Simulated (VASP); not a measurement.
The input files of a VASP run:

File POSCAR:
```
PbSe
1.0
  0.0000000000   3.0908250000   3.0908250000
  3.0908250000   0.0000000000   3.0908250000
  3.0908250000   3.0908250000   0.0000000000
Pb Se
1 1
Cartesian
  0.0000000000   0.0000000000   0.0000000000
  3.0908250000   3.0908250000   3.0908250000
```

INCAR:
```
SYSTEM = PbSe
PREC = Accurate; ENCUT = 400; LREAL = .FALSE.
LASPH = .TRUE.
EDIFF = 1E-6; NELM = 100; ALGO = Normal
LMAXMIX = 4; LMIXTAU = .TRUE.
ISMEAR = 0; SIGMA = 0.05
METAGGA = R2SCAN
IBRION = 2; NSW = 60; ISIF = 3
EDIFFG = -0.01
LWAVE = .FALSE.; LCHARG = .FALSE.
```

KPOINTS:
```
kpoints
0
G
7 7 7
0 0 0
```

POTCAR, in this order: Pb_d Se (PBE.64 set). Program: vasp_std.

Q: Translate this r2SCAN calculation to Ansatz.

A: One equivalent input (not run):
Ansatz 0.2 input:
```yaml
crystal:
  lattice:
    - [0.0000000, 3.0908250, 3.0908250]
    - [3.0908250, 0.0000000, 3.0908250]
    - [3.0908250, 3.0908250, 0.0000000]
  atoms:
    - { symbol: Pb, position: [0.0000000, 0.0000000, 0.0000000] }
    - { symbol: Se, position: [0.5000000, 0.5000000, 0.5000000] }
kpoints:
  mp_grid: { grid: [7, 7, 7] }
hamiltonian:
  xc: r2scan
  pseudopotentials: { kind: paw }
scf:
  occupations: { method: gaussian, width: 0.05 }
  max_iter: 100
relax:
  max_steps: 60
  f_tol: 0.01
  cell: {}
output: { forces: true, stress: true, eigenvalues: true }
```
What does not carry over: each code has its own PAW files, so the cut-off isn't converted (ENCUT is set for VASP's; basis.ecutwfc is left out, and Ansatz then takes the one that its files recommend); Ansatz stops its SCF on the density residual and VASP on the energy change (EDIFF).

The structure comes from a computed database's PbSe entry (Fm-3m); how it stands against other phases isn't given here. This run relaxes it. Symmetry was kept, so distortions that lower it aren't found.
